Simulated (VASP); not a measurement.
OSZICAR of a VASP run on WSi$_{2}$:

**OSZICAR**
```
       N       E                     dE             d eps       ncg     rms          rms(c)
DAV:   1     0.636751219462E+03    0.63675E+03   -0.38648E+04   368   0.106E+03
DAV:   2    -0.653575954439E+02   -0.70211E+03   -0.69085E+03   364   0.348E+02
DAV:   3    -0.991415304296E+02   -0.33784E+02   -0.33274E+02   392   0.762E+01
DAV:   4    -0.100598099036E+03   -0.14566E+01   -0.14421E+01   448   0.145E+01
DAV:   5    -0.100629138450E+03   -0.31039E-01   -0.30935E-01   424   0.238E+00    0.491E+01
DAV:   6    -0.234669973725E+03   -0.13404E+03   -0.12965E+03   516   0.819E+01    0.545E+01
DAV:   7    -0.345501240033E+03   -0.11083E+03   -0.76723E+03   516   0.134E+02    0.704E+01
DAV:   8    -0.148093809460E+03    0.19741E+03   -0.17307E+03   416   0.109E+02    0.443E+01
DAV:   9    -0.152532477615E+03   -0.44387E+01   -0.55586E+02   448   0.667E+01    0.272E+01
DAV:  10    -0.104425732905E+03    0.48107E+02   -0.22030E+02   436   0.433E+01    0.135E+01
DAV:  11    -0.996974274657E+02    0.47283E+01   -0.13117E+02   416   0.234E+01    0.103E+01
DAV:  12    -0.100786326156E+03   -0.10889E+01   -0.20256E+01   432   0.145E+01    0.107E+01
DAV:  13    -0.100687863171E+03    0.98463E-01   -0.21247E+00   424   0.471E+00    0.962E+00
DAV:  14    -0.995226131095E+02    0.11653E+01   -0.40830E-01   408   0.253E+00    0.844E+00
DAV:  15    -0.974037778628E+02    0.21188E+01   -0.15102E+00   416   0.410E+00    0.583E+00
DAV:  16    -0.972309258958E+02    0.17285E+00   -0.23585E-01   384   0.199E+00    0.548E+00
DAV:  17    -0.961433310907E+02    0.10876E+01   -0.97696E-01   360   0.258E+00    0.367E+00
DAV:  18    -0.957309301235E+02    0.41240E+00   -0.18094E-01   400   0.140E+00    0.313E+00
DAV:  19    -0.956539745171E+02    0.76956E-01   -0.27730E-02   432   0.559E-01    0.301E+00
DAV:  20    -0.950775841732E+02    0.57639E+00   -0.35165E-01   376   0.157E+00    0.190E+00
DAV:  21    -0.949764340179E+02    0.10115E+00   -0.13466E-01   400   0.106E+00    0.183E+00
DAV:  22    -0.948321232960E+02    0.14431E+00   -0.67146E-02   384   0.891E-01    0.143E+00
DAV:  23    -0.946991498310E+02    0.13297E+00   -0.66496E-02   384   0.795E-01    0.121E+00
DAV:  24    -0.945945557258E+02    0.10459E+00   -0.72275E-02   368   0.581E-01    0.879E-01
DAV:  25    -0.945885086814E+02    0.60470E-02   -0.99315E-03   400   0.489E-01    0.874E-01
DAV:  26    -0.945541155290E+02    0.34393E-01   -0.32201E-02   392   0.466E-01    0.743E-01
DAV:  27    -0.945227217613E+02    0.31394E-01   -0.30839E-02   360   0.477E-01    0.629E-01
DAV:  28    -0.944946025115E+02    0.28119E-01   -0.26933E-02   368   0.430E-01    0.690E-01
DAV:  29    -0.944904707343E+02    0.41318E-02   -0.59443E-03   432   0.282E-01    0.510E-01
DAV:  30    -0.944859446577E+02    0.45261E-02   -0.11497E-02   368   0.302E-01    0.294E-01
DAV:  31    -0.944825620529E+02    0.33826E-02   -0.76171E-03   360   0.277E-01    0.306E-01
DAV:  32    -0.944762354455E+02    0.63266E-02   -0.23602E-02   368   0.466E-01    0.317E-01
DAV:  33    -0.944769058198E+02   -0.67037E-03   -0.81393E-03   384   0.244E-01    0.223E-01
DAV:  34    -0.944769643387E+02   -0.58519E-04   -0.49305E-03   360   0.216E-01    0.172E-01
DAV:  35    -0.944761958838E+02    0.76845E-03   -0.85260E-04   344   0.886E-02    0.158E-01
DAV:  36    -0.944763533898E+02   -0.15751E-03   -0.13760E-03   376   0.108E-01    0.838E-02
DAV:  37    -0.944769372130E+02   -0.58382E-03   -0.81712E-04   392   0.791E-02    0.620E-02
DAV:  38    -0.944770770525E+02   -0.13984E-03   -0.11174E-04   368   0.453E-02    0.566E-02
DAV:  39    -0.944772106053E+02   -0.13355E-03   -0.20053E-04   360   0.506E-02    0.449E-02
DAV:  40    -0.944771948489E+02    0.15756E-04   -0.57464E-04   336   0.448E-02    0.286E-02
DAV:  41    -0.944772765368E+02   -0.81688E-04   -0.72117E-05   360   0.260E-02    0.212E-02
DAV:  42    -0.944773413421E+02   -0.64805E-04   -0.58327E-05   336   0.216E-02    0.295E-02
DAV:  43    -0.944773515633E+02   -0.10221E-04   -0.62331E-06   328   0.897E-03    0.270E-02
DAV:  44    -0.944773592220E+02   -0.76587E-05   -0.14438E-06   248   0.418E-03    0.251E-02
DAV:  45    -0.944773993362E+02   -0.40114E-04   -0.21336E-05   320   0.103E-02    0.163E-02
DAV:  46    -0.944774049697E+02   -0.56335E-05   -0.65162E-06   336   0.816E-03    0.939E-03
DAV:  47    -0.944774101438E+02   -0.51741E-05   -0.20344E-06   236   0.413E-03    0.686E-03
DAV:  48    -0.944774164249E+02   -0.62811E-05   -0.99101E-06   280   0.593E-03    0.418E-03
DAV:  49    -0.944774181896E+02   -0.17647E-05   -0.96971E-07   248   0.284E-03    0.318E-03
DAV:  50    -0.944774178401E+02    0.34950E-06   -0.35921E-07   204   0.257E-03
   1 F= -.94477418E+02 E0= -.94470817E+02  d E =-.198014E-01
```

Question: Which electronic solver shows in the log?

Answer: It is blocked Davidson (ALGO = Normal, or the opening steps of other solvers). The INCAR had ALGO = Normal.

Question: Can the final energy be trusted as converged?

Answer: Self-consistency was reached. It stopped with EDIFF = 1E-6, NELM = 100 (PBE GGA, plane waves, VASP's PBE PAW potentials (set 64)).  The cell holds a wide vacuum, so values per volume refer to the whole cell.

The cell is a sheet with vacuum, built from a generated structure.
